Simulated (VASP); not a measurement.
# NaH20ClO10 in VASP: notebook, part 2 of 2

VASP 6.6.1.

**3. Single point, r2SCAN+D3(BJ)**

Contents of POSCAR:

```
NaH20ClO10
1.0
    7.6471670000      0.0000000000      0.0000000000
    0.0000000000      7.6471670000      0.0000000000
    0.0000000000      0.0000000000      7.6471670000
O H Na Cl
10 20 1 1
Direct
    0.4870823404      0.7429810281      0.2238083724
    0.1375672847      0.5817710009      0.1598631232
    0.3669594243      0.3161301434      0.5725519006
    0.9956497615      0.3929559796      0.4975306542
    1.0230193744      0.2435411702      0.0572238059
    0.8319420774      0.7155591084      0.3625002566
    0.6925571261      0.8713422892      0.9696924364
    0.3872022149      0.8669485052      0.5575528820
    0.1254713020      0.0847241861      0.7428502608
    0.4475382844      0.2207222622      0.1501209533
    0.4440337186      0.7994856134      0.3339406606
    0.5465945755      0.8195060994      0.1392803374
    0.2472680406      0.6415970777      0.1475971428
    0.0442516817      0.6491946625      0.2152954159
    0.3428459193      0.4266155035      0.6333979629
    0.4913845873      0.2881851541      0.5717672963
    0.9230607884      0.4857485131      0.4546389532
    0.9107425011      0.3184054958      0.5524660309
    1.0460082799      0.3680055634      0.0456901229
    1.0649957036      0.1806943669     -0.0489593074
    0.8092016298      0.8032517140      0.4555412482
    0.7166314009      0.6677113237      0.3387267468
    0.6904256177      0.9603687222      0.8844190273
    0.7528539654      0.7690429672      0.9250222991
    0.4922084218      0.9369613610      0.5643266323
    0.2940827629      0.9405705407      0.6097944507
    0.0164374598      0.0542815398      0.6938386464
    0.1732013960      0.1755944391      0.6605845014
    0.4677679983      0.1918095943      0.0291480492
    0.5553690667      0.1685460773      0.1972887476
    0.1996033302      0.3149140067      0.3068195058
    0.7254451224      0.1011093389      0.5885185978
```

Contents of INCAR.step1:

```
SYSTEM = NaH20ClO10
ALGO = Normal
EDIFF = 1E-4
ENCUT = 520
GGA = PE
ISMEAR = -1
LASPH = .True.
LCHARG = .False.
LREAL = Auto
LWAVE = .True.
NBANDS = 69
NELM = 100
PREC = Accurate
SIGMA = 0.02
```

Contents of INCAR.step2:

```
SYSTEM = NaH20ClO10
ALGO = Normal
EDIFF = 1E-6
ENCUT = 520
ISIF = 2
ISMEAR = -1
ISTART = 1
IVDW = 12
LASPH = .True.
LCHARG = .True.
LELF = .True.
LMIXTAU = .True.
LREAL = Auto
LVHAR = .True.
LWAVE = .False.
METAGGA = R2SCAN
NBANDS = 69
NELM = 100
PREC = Accurate
SIGMA = 0.02
VDW_A1 = 0.49484001
VDW_A2 = 5.73083694
VDW_S6 = 1.0
VDW_S8 = 0.78981345
```

Contents of KPOINTS:

```
k-points
0
Gamma
  1 1 1
  0 0 0
```

Potentials or basis: VASP PAW PBE potentials, release 64 (O, H, Na_pv, Cl).

Command:

```
$ cat potpaw_PBE.64/O/POTCAR potpaw_PBE.64/H/POTCAR potpaw_PBE.64/Na_pv/POTCAR potpaw_PBE.64/Cl/POTCAR > POTCAR
$ cp INCAR.step1 INCAR
$ mpirun -np 1 vasp_gam > vasp.out
$ cp INCAR.step2 INCAR
$ mpirun -np 1 vasp_gam > vasp.out
```

OUTCAR:

```text
SYSTEM = NaH20ClO10
   EDIFF = 1E-6
   ENCUT = 520
   ISIF = 2
   ISMEAR = -1
   ISTART = 1
   IVDW = 12
   LASPH = .True.
   LREAL = Auto
   METAGGA = R2SCAN
   NELM = 100
   PREC = Accurate
 IVDW          = 12

 ion  position               nearest neighbor table
   1  0.487  0.743  0.224-  12 0.98  11 1.00
   2  0.138  0.582  0.160-  13 0.96  14 0.98  31 2.38
   3  0.367  0.316  0.573-  16 0.98  15 0.98
   4  0.996  0.393  0.498-  17 0.96  18 0.96  31 2.22
[... 328 lines left out ...]
  -------------------------------------------------------------------------------------
  Total      -2.43280    -2.88030    -3.53489     3.06830    -2.71023     2.74063
  in kB      -8.71596   -10.31921   -12.66440    10.99275    -9.70991     9.81882
  external pressure =      -10.57 kB  Pullay stress =        0.00 kB

 VOLUME and BASIS-vectors are now :
 -----------------------------------------------------------------------------
  energy-cutoff  :      520.00
  volume of cell :      447.20
      direct lattice vectors                 reciprocal lattice vectors
     7.647167000  0.000000000  0.000000000     0.130767381  0.000000000  0.000000000
     0.000000000  7.647167000  0.000000000     0.000000000  0.130767381  0.000000000
     0.000000000  0.000000000  7.647167000     0.000000000  0.000000000  0.130767381

 POSITION                                       TOTAL-FORCE (eV/Angst)
 -----------------------------------------------------------------------------------
      3.72480      5.68170      1.71150        -0.602730     -0.264949      0.755670
      1.05200      4.44890      1.22250        -0.928199     -0.917787     -0.028209
      2.80620      2.41750      4.37840        -0.629882      0.571207      0.072121
      7.61390      3.00500      3.80470         0.296571     -0.005520      0.236854
      0.17603      1.86240      0.43760         0.248116     -0.431134     -0.250109
      6.36200      5.47200      2.77210         0.066920      0.110751      1.125228
[... 24 lines left out ...]
      1.52640      2.40820      2.34630         0.230980     -0.163459     -0.318592
      5.54760      0.77320      4.50050        -0.047020     -0.123646      0.119479
 -----------------------------------------------------------------------------------
    total drift:                               -0.008051     -0.015077     -0.006537

  FREE ENERGIE OF THE ION-ELECTRON SYSTEM (eV)
  ---------------------------------------------------
  free  energy   TOTEN  =      -171.2622698822 eV

  energy  without entropy=     -171.2622698822  energy(sigma->0) =     -171.26226988
```

Wall time 1.9 min (1 thread of Intel Xeon 6975P-C (Granite Rapids), shared host); peak memory 0.55 GiB.

What came out:

```
Free energy                : -171.2623 eV
Pressure                   : -1.1 GPa
Largest force              : 2.307 eV/Å
Band gap on the k mesh     : 5.10 eV, direct
Dispersion energy per atom : -0.016 eV
```

Forces in eV/Å, atoms in the order of the input:
```
O   -0.603 -0.265  0.756
O   -0.928 -0.918 -0.028
O   -0.630  0.571  0.072
O    0.297 -0.006  0.237
O    0.248 -0.431 -0.250
O    0.067  0.111  1.125
O   -0.022 -1.094  1.198
O   -0.875  0.152 -0.006
O    1.927  1.110 -0.613
O    1.271 -0.714  0.155
H    0.370 -0.022 -1.118
H   -0.181  0.005  0.513
H    0.374  0.821  0.302
H    0.636  0.294 -0.095
H    0.519 -0.680 -0.442
H    0.016  0.063  0.308
H   -0.076  0.987 -0.340
H   -0.355 -0.748  0.269
H    0.043 -0.133 -0.382
H   -0.269  0.743  0.626
H    0.300 -0.455 -0.882
H   -0.283  0.318 -0.439
H    0.231  0.716 -1.333
H   -0.173  0.551 -0.058
H    0.343  0.323  0.235
H    0.601 -0.618 -0.172
H   -1.598 -0.342 -0.509
H   -0.217 -0.723  1.084
H   -0.573  0.201 -0.375
H   -0.645  0.471  0.362
Na   0.231 -0.163 -0.319
Cl  -0.047 -0.124  0.119
```

Levels at points of the mesh, in eV from the valence-band top:
```csv
k point,band 44,band 45,band 46,band 47,band 48,band 49,band 50,band 51
"(0.00, 0.00, 0.00)",-0.16,-0.14,-0.09,0.00,5.10,7.36,7.63,7.95
```

Caveat: the PAW data sets were made with another functional, which shifts forces and pressure a little. r2SCAN opens gaps a little over a GGA but as a rule still falls short of measured ones.
